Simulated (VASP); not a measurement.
VASP ran on this input.

**INCAR**
```
# general
SYSTEM = BP
PREC   = Accurate
ENCUT  = 520
LREAL  = .False.
LASPH  = .True.

# electronic loop
EDIFF  = 1E-7
NELM   = 100
ALGO   = Normal

# smearing
ISMEAR = 0
SIGMA  = 0.05

# functional
GGA    = RP

# ions
ISIF   = 2

# output
LWAVE  = .False.
LCHARG = .False.
```

File POSCAR:
```
BP
1
    0.0000000000     2.2622897925     2.2622897925
    2.2622897925     0.0000000000     2.2622897925
    2.2622897925     2.2622897925     0.0000000000
B P
1 1
Direct
  0.0000000000   0.0000000000   0.0000000000
  0.2500000000   0.2500000000   0.2500000000
```

### KPOINTS
```
Automatic mesh
0
Gamma
10 10 10
0 0 0
```

POTCAR, in this order: B P (PBE.64 set). Program: vasp_std.

Question: Translate this RPBE calculation to Quantum ESPRESSO's pw.x.

Answer: One equivalent input (not run):
```
&CONTROL
  calculation = 'scf'
  pseudo_dir = './pseudo'
  outdir = './out'
  tprnfor = .true.
  tstress = .true.
/
&SYSTEM
  ibrav = 0
  nat = 2
  ntyp = 2
  ecutwfc = 76
  occupations = 'smearing'
  smearing = 'gaussian'
  degauss = 0.003675
  input_dft = 'rpbe'
/
&ELECTRONS
  conv_thr = 7.3e-09
  electron_maxstep = 100
/
ATOMIC_SPECIES
  B 10.810 B.upf
  P 30.974 P.upf
CELL_PARAMETERS angstrom
     0.0000000    2.2622898    2.2622898
     2.2622898    0.0000000    2.2622898
     2.2622898    2.2622898    0.0000000
ATOMIC_POSITIONS crystal
  B    0.0000000  0.0000000  0.0000000
  P    0.2500000  0.2500000  0.2500000
K_POINTS automatic
  10 10 10 0 0 0
```
The two are equivalent in intent, not identical: the potentials are each code's own (VASP's PAW set, PseudoDojo norm-conserving files in pw.x), so ENCUT and ecutwfc are chosen apart and not converted; conv_thr bounds pw.x's estimated SCF error, while EDIFF bounds the energy change between steps.

The compound is BP in the zinc blende structure. This cell is one point of a volume scan, at 0.97 of the reference volume.
